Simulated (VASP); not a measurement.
Computed with PBE GGA, VASP's PBE PAW potentials (set 64) (plane waves; VASP).

A VASP calculation is set up with these files.

File KPOINTS:
```
Automatic mesh
0
Gamma
5 5 5
0.5 0.5 0.5
```

POSCAR:
```
LiNbO3
4.6317750
  0.5679848438   0.3279261190   1.0000000000
 -0.5679848438   0.3279261190   1.0000000000
  0.0000000000  -0.6558524540   1.0000000000
Li Nb O
2 2 6
Cartesian
  0.0000000000  -0.0000000621   0.8625000000
 -0.0000000000  -0.0000001700   2.3625000000
  0.0000000000  -0.0000000028   0.0384000000
  0.0000000000  -0.0000001107   1.5384000000
  0.3439148229   0.0531567456   1.2499900000
 -0.2179925831   0.2712604552   1.2499900000
 -0.1259222399  -0.3244174707   1.2499900000
  0.1259222399   0.3314348753   1.7499900000
 -0.3499922608  -0.0566657717   1.7499900000
  0.2240700209  -0.2747694814   1.7499900000
```

**INCAR**
```
! general
SYSTEM =LiNbO3
PREC   =Accurate
ENCUT  =400
LREAL  =.False.
LASPH  =.True.

! electronic loop
EDIFF  =1E-6
NELM   =100
ALGO   =Normal
LMAXMIX=4

! smearing
ISMEAR =1
SIGMA  =0.05

! functional
GGA    =PE

! ions
ISIF   =2

! output
LWAVE  =.False.
LCHARG =.False.
```

POTCAR, in this order: Li_sv Nb_sv O (PBE.64 set). Program: vasp_std.

The run wrote:

### OUTCAR
```
 ion  position               nearest neighbor table
   1  0.288  0.288  0.288-   9 2.11  10 2.11   8 2.11
   2  0.788  0.788  0.788-   6 2.11   5 2.11   7 2.11
   3  0.013  0.013  0.013-   7 1.91   6 1.91   5 1.91   8 2.09  10 2.09   9 2.09
   4  0.513  0.513  0.513-   8 1.91   9 1.91  10 1.91   7 2.09   5 2.09   6 2.09
   5  0.746  0.141  0.363-   3 1.91   4 2.09   2 2.11
   6  0.363  0.746  0.141-   3 1.91   4 2.09   2 2.11
   7  0.141  0.363  0.746-   3 1.91   4 2.09   2 2.11
   8  0.863  0.641  0.246-   4 1.91   3 2.09   1 2.11
   9  0.246  0.863  0.641-   4 1.91   3 2.09   1 2.11
  10  0.641  0.246  0.863-   4 1.91   3 2.09   1 2.11
  LATTYP: Found a trigonal (rhomboedric) cell.
 ALAT       =     5.5390729360
 COS(alpha) =     0.5488466039
 Subroutine PRICEL returns:
 Original cell was already a primitive cell.
 Subroutine GETGRP returns: Found  6 space group operations
The static configuration has the point symmetry C_3 .
 The point group associated with its full space group is C_3v.
The dynamic configuration has the point symmetry C_3 .
 Subroutine INISYM returns: Found  6 space group operations
 Subroutine IBZKPT returns following result:
 Found     19 irreducible k-points:

 Following reciprocal coordinates:
            Coordinates               Weight
  0.100000  0.100000  0.100000      2.000000
  0.300000  0.100000  0.100000      6.000000
  0.500000  0.100000  0.100000      6.000000
 -0.300000  0.100000  0.100000      6.000000
 -0.100000  0.100000  0.100000      6.000000
  0.300000  0.300000  0.100000      6.000000
  0.500000  0.300000  0.100000     12.000000
 -0.300000  0.300000  0.100000     12.000000
 -0.100000  0.300000  0.100000     12.000000
  0.500000  0.500000  0.100000      6.000000
 -0.300000  0.500000  0.100000     12.000000
 -0.100000  0.500000  0.100000      6.000000
 -0.300000 -0.300000  0.100000      6.000000
  0.300000  0.300000  0.300000      2.000000
  0.500000  0.300000  0.300000      6.000000
 -0.300000  0.300000  0.300000      6.000000
  0.500000  0.500000  0.300000      6.000000
 -0.300000  0.500000  0.300000      6.000000
  0.500000  0.500000  0.500000      1.000000
   k-points           NKPTS =     19   k-points in BZ     NKDIM =     19   number of bands    NBANDS=     40
   number of dos      NEDOS =    301   number of ions     NIONS =     10
   total plane-waves  NPLWV =  46656
   dimension x,y,z NGX =    36 NGY =   36 NGZ =   36
   dimension x,y,z NGXF=    72 NGYF=   72 NGZF=   72
   ions per type =               2   2   6
   PREC   = accura    normal or accurate (medium, high low for compatibility)
   ISTART =      0    job   : 0-new  1-cont  2-samecut
   ICHARG =      2    charge: 1-file 2-atom 10-const
   ISPIN  =      1    spin polarized calculation?
   LNONCOLLINEAR =      F non collinear calculations
   LSORBIT =      F    spin-orbit coupling
   INIWAV =      1    electr: 0-lowe 1-rand  2-diag
   ENCUT  =  400.0 eV  29.40 Ry    5.42 a.u.   9.03  9.03  9.03*2*pi/ulx,y,z
   NELM   =    100;   NELMIN=  2; NELMDL= -5     # of ELM steps
   EDIFF  = 0.1E-05   stopping-criterion for ELM
   LREAL  =      F    real-space projection
   NLSPLINE    = F    spline interpolate recip. space projectors
   LMAXMIX     =    4 max onsite mixed and CHGCAR
   VOSKOWN=      0    Vosko Wilk Nusair interpolation
   EDIFFG = 0.1E-04   stopping-criterion for IOM
   NSW    =      0    number of steps for IOM
   NBLOCK =      1;   KBLOCK =      1    inner block; outer block
   IBRION =     -1    ionic relax: 0-MD 1-quasi-New 2-CG
   NFREE  =      0    steps in history (QN), initial steepest desc. (CG)
   ISIF   =      2    stress and relaxation
   ISYM   =      2    0-nonsym 1-usesym 2-fastsym
   TEIN   =    0.0    initial temperature
   TEBEG  =    0.0;   TEEND  =   0.0 temperature during run
   SMASS  =  -3.00    Nose mass-parameter (am)
...
```

OSZICAR:
```
       N       E                     dE             d eps       ncg     rms          rms(c)
DAV:   1     0.626157453599E+03    0.62616E+03   -0.32615E+04  1520   0.148E+03
DAV:   2    -0.437991065300E+02   -0.66996E+03   -0.65763E+03  2088   0.519E+02
DAV:   3    -0.933788668461E+02   -0.49580E+02   -0.49389E+02  2264   0.130E+02
DAV:   4    -0.975983536075E+02   -0.42195E+01   -0.42160E+01  2704   0.348E+01
DAV:   5    -0.978709201498E+02   -0.27257E+00   -0.27254E+00  2280   0.578E+00    0.272E+01
DAV:   6    -0.801867719376E+02    0.17684E+02   -0.97317E+01  2064   0.569E+01    0.100E+01
DAV:   7    -0.800925901022E+02    0.94182E-01   -0.79552E+00  2504   0.154E+01    0.511E+00
DAV:   8    -0.801080102224E+02   -0.15420E-01   -0.62224E-01  2280   0.470E+00    0.186E+00
DAV:   9    -0.801217915308E+02   -0.13781E-01   -0.11995E-01  2096   0.233E+00    0.696E-01
DAV:  10    -0.801242576810E+02   -0.24662E-02   -0.31528E-02  2040   0.114E+00    0.189E-01
DAV:  11    -0.801242718662E+02   -0.14185E-04   -0.45425E-03  2336   0.466E-01    0.564E-02
DAV:  12    -0.801243261111E+02   -0.54245E-04   -0.39025E-04  1960   0.143E-01    0.275E-02
DAV:  13    -0.801243193895E+02    0.67216E-05   -0.19276E-04  2344   0.951E-02    0.245E-02
DAV:  14    -0.801243173944E+02    0.19950E-05   -0.12495E-05  2088   0.216E-02    0.164E-02
DAV:  15    -0.801243159487E+02    0.14457E-05   -0.12976E-05  2088   0.243E-02    0.318E-03
DAV:  16    -0.801243157991E+02    0.14961E-06   -0.74696E-07   904   0.560E-03
   1 F= -.80124316E+02 E0= -.80124769E+02  d E =0.135842E-02
```

File OUTCAR:
```
------------------------ aborting loop because EDIFF is reached ----------------------------------------
  FORCE on cell =-STRESS in cart. coord.  units (eV):
  Direction    XX          YY          ZZ          XY          YZ          ZX
  --------------------------------------------------------------------------------------
  Total       -4.8139728     -4.8139725     -4.4082186      0.0000000      0.0000003      0.0000000
  in kB      -69.4556778    -69.4556730    -63.6014834      0.0000000      0.0000046      0.0000000
  external PRESSURE =     -67.5042781 kB  Pullay stress =       0.0000000 kB
  volume of cell :      111.05
      direct lattice vectors                 reciprocal lattice vectors
     2.630778000  1.518880000  4.631775000     0.190057846  0.109729952  0.071966659
    -2.630778000  1.518880000  4.631775000    -0.190057846  0.109729952  0.071966659
     0.000000000 -3.037761000  4.631775000     0.000000000 -0.219459905  0.071966635
 POSITION                                       TOTAL-FORCE (eV/Angst)
 -----------------------------------------------------------------------------------
      0.00000     -0.00000      3.99491        -0.000000     -0.000000      0.066406
      0.00000     -0.00000     10.94257        -0.000000     -0.000000      0.066406
      0.00000     -0.00000      0.17786        -0.000000     -0.000000      0.457127
      0.00000     -0.00000      7.12552        -0.000000     -0.000000      0.457127
      1.59294      0.24621      5.78967         0.023594     -0.196013     -0.174511
     -1.00969      1.25642      5.78967         0.157955      0.118439     -0.174511
     -0.58324     -1.50263      5.78967        -0.181549      0.077574     -0.174511
      0.58324      1.53513      8.10556         0.181549      0.077574     -0.174511
     -1.62109     -0.26246      8.10556        -0.157955      0.118439     -0.174511
      1.03784     -1.27267      8.10556        -0.023594     -0.196013     -0.174511
 -----------------------------------------------------------------------------------
    total drift:                                0.000000      0.000008     -0.001116
  FREE ENERGIE OF THE ION-ELECTRON SYSTEM (eV)
  ---------------------------------------------------
  free  energy   TOTEN  =       -80.1243157991 eV

  energy  without entropy=      -80.1256742213  energy(sigma->0) =      -80.12476861
```
(Selected blocks of OUTCAR.)

At this cut-off the stress carries a Pulay error, which pulls relaxed volumes low.

The structure was generated: LiNbO3 was put into an ordered model structure, which need not be its known phase. The cell was not relaxed at this level.
